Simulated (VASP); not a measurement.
Method: PBE GGA, VASP's PBE PAW potentials (set 64) (plane waves; VASP 6.6.1).

The input files of a VASP run:

KPOINTS:
```
Automatic mesh
0
Gamma
12 12 6
0 0 0
```

**INCAR**
```
SYSTEM  =  BN
PREC  =  Accurate; ENCUT  =  600; LREAL  =  .FALSE.
LASPH  =  .TRUE.
EDIFF  =  1E-7; NELM  =  100; ALGO  =  Normal
ISMEAR  =  0; SIGMA  =  0.05
GGA  =  PE
ISIF  =  2
LWAVE  =  .FALSE.; LCHARG  =  .FALSE.
```

### POSCAR
```
BN
1
    1.2582985500    -2.1794372380     0.0000000000
    1.2582985500     2.1794372380     0.0000000000
    0.0000000000     0.0000000000     4.2255024863
B N
2 2
Direct
  0.6666670000   0.3333330000   0.5002370285
  0.3333330000   0.6666670000   0.0002370285
  0.6666670000   0.3333330000   0.8747629715
  0.3333330000   0.6666670000   0.3747629715
```

POTCAR, in this order: B N (PBE.64 set). Program: vasp_std.

Q: Estimate the energy per atom (σ→0), pressure.

A: 
| Property | Value |
|---|---|
| energy per atom (σ→0) | -8.700 eV/atom |
| pressure | 11.76 GPa |

**OSZICAR**
```
...
DAV:   8    -0.348025507901E+02    0.30991E-01   -0.76446E-02  2080   0.264E+00    0.237E-01
DAV:   9    -0.348015037557E+02    0.10470E-02   -0.27179E-03  2376   0.615E-01    0.132E-01
DAV:  10    -0.348017522255E+02   -0.24847E-03   -0.38304E-04  2144   0.202E-01    0.272E-02
DAV:  11    -0.348017554723E+02   -0.32468E-05   -0.56719E-05  2384   0.700E-02    0.138E-02
DAV:  12    -0.348017577473E+02   -0.22750E-05   -0.66443E-06  2248   0.267E-02    0.264E-03
DAV:  13    -0.348017578976E+02   -0.15026E-06   -0.20618E-07  1768   0.519E-03    0.571E-04
DAV:  14    -0.348017579025E+02   -0.48997E-08   -0.27047E-08  1376   0.187E-03
   1 F= -.34801758E+02 E0= -.34801758E+02  d E =-.165595E-20
```

The compound is BN in the wurtzite structure, a metastable high-pressure form. This cell was strained or had an atom moved on purpose.
